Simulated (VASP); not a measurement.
Output of a VASP run:

**OUTCAR**
```
 ion  position               nearest neighbor table
   1  0.000  0.000  0.000-   2 2.65   2 2.65   2 2.65   2 2.65
   2  0.250  0.250  0.250-   1 2.65   1 2.65   1 2.65   1 2.65
  LATTYP: Found a face centered cubic cell.
 ALAT       =     6.1155132674
 Subroutine PRICEL returns:
 Original cell was already a primitive cell.
 Subroutine GETGRP returns: Found 24 space group operations
The static configuration has the point symmetry T_d .
The dynamic configuration has the point symmetry T_d .
 Subroutine INISYM returns: Found 24 space group operations
 Subroutine IBZKPT returns following result:
 Found     72 irreducible k-points:

 Following reciprocal coordinates:
            Coordinates               Weight
  0.000000  0.000000  0.000000      1.000000
  0.083333  0.000000  0.000000      8.000000
  0.166667  0.000000  0.000000      8.000000
  0.250000  0.000000  0.000000      8.000000
  0.333333  0.000000  0.000000      8.000000
  0.416667  0.000000  0.000000      8.000000
  0.500000  0.000000  0.000000      4.000000
  0.083333  0.083333  0.000000      6.000000
  0.166667  0.083333  0.000000     24.000000
  0.250000  0.083333  0.000000     24.000000
  0.333333  0.083333  0.000000     24.000000
  0.416667  0.083333  0.000000     24.000000
  0.500000  0.083333  0.000000     24.000000
 -0.416667  0.083333  0.000000     24.000000
 -0.333333  0.083333  0.000000     24.000000
 -0.250000  0.083333  0.000000     24.000000
 -0.166667  0.083333  0.000000     24.000000
 -0.083333  0.083333  0.000000     12.000000
  0.166667  0.166667  0.000000      6.000000
  0.250000  0.166667  0.000000     24.000000
  0.333333  0.166667  0.000000     24.000000
  0.416667  0.166667  0.000000     24.000000
  0.500000  0.166667  0.000000     24.000000
 -0.416667  0.166667  0.000000     24.000000
 -0.333333  0.166667  0.000000     24.000000
 -0.250000  0.166667  0.000000     24.000000
 -0.166667  0.166667  0.000000     12.000000
  0.250000  0.250000  0.000000      6.000000
  0.333333  0.250000  0.000000     24.000000
  0.416667  0.250000  0.000000     24.000000
  0.500000  0.250000  0.000000     24.000000
 -0.416667  0.250000  0.000000     24.000000
 -0.333333  0.250000  0.000000     24.000000
 -0.250000  0.250000  0.000000     12.000000
  0.333333  0.333333  0.000000      6.000000
  0.416667  0.333333  0.000000     24.000000
  0.500000  0.333333  0.000000     24.000000
 -0.416667  0.333333  0.000000     24.000000
 -0.333333  0.333333  0.000000     12.000000
  0.416667  0.416667  0.000000      6.000000
   k-points           NKPTS =     72   k-points in BZ     NKDIM =     72   number of bands    NBANDS=     13
   number of dos      NEDOS =    601   number of ions     NIONS =      2
   total plane-waves  NPLWV =  32768
   dimension x,y,z NGX =    32 NGY =   32 NGZ =   32
   dimension x,y,z NGXF=    64 NGYF=   64 NGZF=   64
   ions per type =               1   1
   PREC   = accura    normal or accurate (medium, high low for compatibility)
   ISTART =      0    job   : 0-new  1-cont  2-samecut
   ICHARG =      2    charge: 1-file 2-atom 10-const
   ISPIN  =      1    spin polarized calculation?
   LNONCOLLINEAR =      F non collinear calculations
   LSORBIT =      F    spin-orbit coupling
   INIWAV =      1    electr: 0-lowe 1-rand  2-diag
   ENCUT  =  520.0 eV  38.22 Ry    6.18 a.u.   8.04  8.04  8.04*2*pi/ulx,y,z
   NELM   =    100;   NELMIN=  2; NELMDL= -5     # of ELM steps
   EDIFF  = 0.1E-06   stopping-criterion for ELM
   LREAL  =      F    real-space projection
   NLSPLINE    = F    spline interpolate recip. space projectors
   LMAXMIX     =    4 max onsite mixed and CHGCAR
   VOSKOWN=      0    Vosko Wilk Nusair interpolation
   EDIFFG = 0.1E-05   stopping-criterion for IOM
   NSW    =      0    number of steps for IOM
   NBLOCK =      1;   KBLOCK =      1    inner block; outer block
   IBRION =     -1    ionic relax: 0-MD 1-quasi-New 2-CG
...
```

OSZICAR:
```
       N       E                     dE             d eps       ncg     rms          rms(c)
DAV:   1     0.132998598065E+03    0.13300E+03   -0.85947E+03  1877   0.150E+03
DAV:   2     0.191971418722E+02   -0.11380E+03   -0.11078E+03  1907   0.323E+02
DAV:   3     0.110284600563E+02   -0.81687E+01   -0.81145E+01  2497   0.964E+01
DAV:   4     0.108347593710E+02   -0.19370E+00   -0.19360E+00  1992   0.161E+01
DAV:   5     0.108273225212E+02   -0.74368E-02   -0.74365E-02  2673   0.299E+00    0.648E+00
DAV:   6     0.168399602381E+02    0.60126E+01   -0.99740E+00  1952   0.645E+01    0.237E+00
DAV:   7     0.165451276153E+02   -0.29483E+00   -0.34439E-01  2606   0.874E+00    0.172E+00
DAV:   8     0.175093366836E+02    0.96421E+00   -0.17028E+00  1887   0.178E+01    0.888E-01
DAV:   9     0.166786800645E+02   -0.83066E+00   -0.16767E+00  1994   0.271E+01    0.446E-01
DAV:  10     0.166792035649E+02    0.52350E-03   -0.23694E-01  1872   0.696E+00    0.430E-01
DAV:  11     0.166067616299E+02   -0.72442E-01   -0.19078E-02  2167   0.241E+00    0.190E-01
DAV:  12     0.165854228587E+02   -0.21339E-01   -0.15746E-02  1962   0.174E+00    0.123E-01
DAV:  13     0.165850782059E+02   -0.34465E-03   -0.21166E-03  2067   0.509E-01    0.871E-02
DAV:  14     0.165849323939E+02   -0.14581E-03   -0.77692E-04  2112   0.498E-01    0.491E-02
DAV:  15     0.165848190666E+02   -0.11333E-03   -0.13762E-05  2297   0.358E-02    0.473E-02
DAV:  16     0.165845918499E+02   -0.22722E-03   -0.19772E-04  2247   0.327E-01    0.375E-02
DAV:  17     0.165843498041E+02   -0.24205E-03   -0.19276E-04  1892   0.166E-01    0.268E-02
DAV:  18     0.165843551707E+02    0.53666E-05   -0.28229E-05  2311   0.745E-02    0.825E-03
DAV:  19     0.165843602010E+02    0.50303E-05   -0.83137E-06  1997   0.360E-02    0.519E-03
DAV:  20     0.165843524481E+02   -0.77529E-05   -0.45381E-06  1897   0.249E-02    0.612E-03
DAV:  21     0.165843525796E+02    0.13150E-06   -0.22576E-07  2167   0.941E-03    0.350E-03
DAV:  22     0.165843527560E+02    0.17639E-06   -0.42551E-07  2192   0.110E-02    0.726E-04
DAV:  23     0.165843528177E+02    0.61655E-07   -0.76241E-08   981   0.396E-03
   1 F= 0.16584353E+02 E0= 0.16584353E+02  d E =0.000000E+00
       N       E                     dE             ncg
```

### OUTCAR
```
------------------------ aborting loop because EDIFF is reached ----------------------------------------
  FORCE on cell =-STRESS in cart. coord.  units (eV):
  Direction    XX          YY          ZZ          XY          YZ          ZX
  --------------------------------------------------------------------------------------
  Total        0.0053913      0.0053913      0.0053913      0.0000000      0.0000000      0.0000000
  in kB        0.1510643      0.1510643      0.1510643      0.0000000      0.0000000      0.0000000
  external PRESSURE =       0.1510643 kB  Pullay stress =       0.0000000 kB
  volume of cell :       57.18
      direct lattice vectors                 reciprocal lattice vectors
     0.000000000  3.057756634  3.057756634    -0.163518573  0.163518573  0.163518573
     3.057756634  0.000000000  3.057756634     0.163518573 -0.163518573  0.163518573
     3.057756634  3.057756634  0.000000000     0.163518573  0.163518573 -0.163518573
  FREE ENERGIE OF THE ION-ELECTRON SYSTEM (eV)
  ---------------------------------------------------
  free  energy   TOTEN  =        16.5843528177 eV

  energy  without entropy=       16.5843528177  energy(sigma->0) =       16.58435282

 total charge

# of ion       s       p       d       tot
------------------------------------------
    1        0.783   0.676   9.871  11.330
    2        1.214   1.567   0.020   2.801
--------------------------------------------------
tot          1.997   2.243   9.891  14.131
```
(Selected blocks of OUTCAR.)

File POSCAR:
```
InAs
1
   -0.0000000000     3.0577566337     3.0577566337
    3.0577566337     0.0000000000     3.0577566337
    3.0577566337     3.0577566337     0.0000000000
In As
1 1
Direct
  0.0000000000   0.0000000000   0.0000000000
  0.2500000000   0.2500000000   0.2500000000
```

Problem. Reconstruct the remaining input files.

Solution. This is not unique; one that fits is the input of the run itself, revTPSS meta-GGA, plane waves, VASP's PBE PAW potentials (set 64).

INCAR:
```
LCHARG = F
EDIFF = 1E-7
LREAL = F   # projection in real space or not
LMIXTAU = T
LWAVE = F
LORBIT = 11   # lm-projected
ISMEAR = -5
ALGO = Normal
ENCUT = 520
ISIF = 2
SYSTEM = InAs
NELM = 100   # most electronic steps
PREC = Accurate
METAGGA = RTPSS
NEDOS = 601   # DOS grid
LASPH = T   # aspherical one-centre terms
LMAXMIX = 4   # l cut-off of mixed one-centre charges
```

File KPOINTS_OPT:
```
k-points along high-symmetry lines
10
Line-mode
Reciprocal
  0.000000   0.000000   0.000000 ! GAMMA
 -0.500000  -0.500000   0.000000 ! X

 -0.500000  -0.500000   0.000000 ! X
 -0.375000  -0.375000   0.250000 ! U

 -0.375000  -0.000000   0.375000 ! K
  0.000000   0.000000   0.000000 ! GAMMA

  0.000000   0.000000   0.000000 ! GAMMA
 -0.000000  -0.000000   0.500000 ! L

 -0.000000  -0.000000   0.500000 ! L
 -0.500000  -0.250000   0.250000 ! W

 -0.500000  -0.250000   0.250000 ! W
 -0.500000  -0.500000   0.000000 ! X
```

KPOINTS:
```
Automatic mesh
0
Gamma
12 12 12
0 0 0
```

POTCAR, in this order: In_d As (PBE.64 set). Program: vasp_std.

For a metal the tetrahedron method with Blöchl corrections gives inexact stress and forces.

The compound is InAs in the zinc blende structure. It was relaxed first.
